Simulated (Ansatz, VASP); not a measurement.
**Two plane-wave programs on TaIn**

```
Ta In
1.0
     0.00000    2.81083    2.81083
     2.81083    0.00000    2.81083
     2.81083    2.81083    0.00000
Ta In
1 1
Direct
  0.50000 0.50000 0.50000
  0.00000 0.00000 0.00000
```

Alike in both runs: functional PBE; k mesh 18 × 18 × 18; occupations gaussian, width 0.1 eV; no spin polarisation.

Ansatz relaxed the structure, and its values are those at the end. VASP's run is a single point on that final structure, the one shown.

|  | VASP | Ansatz |
| --- | --- | --- |
| version | VASP 6.6.1 | Ansatz 0.2.0 |
| potentials or method | VASP PAW PBE potentials, release 64 (Ta_pv, In_d) | scalar-relativistic, plane waves, PAW |
| plane-wave cutoff (eV) | 520 | 420 |
| valence electrons in the cell | 24 | 26 |

|  | VASP | Ansatz | Ansatz less VASP |
| --- | --- | --- | --- |
| gap on the k mesh at the Fermi level (eV) | none | none | - |
| pressure (GPa) | 0.0 | 0.0 | -0.02 |

A gap of «none» marks a metal or a gap that the smearing closes. The two sets of potentials don't hold the same shells in valence.

Spin-orbit coupling is left out, which matters for the levels of Ta.
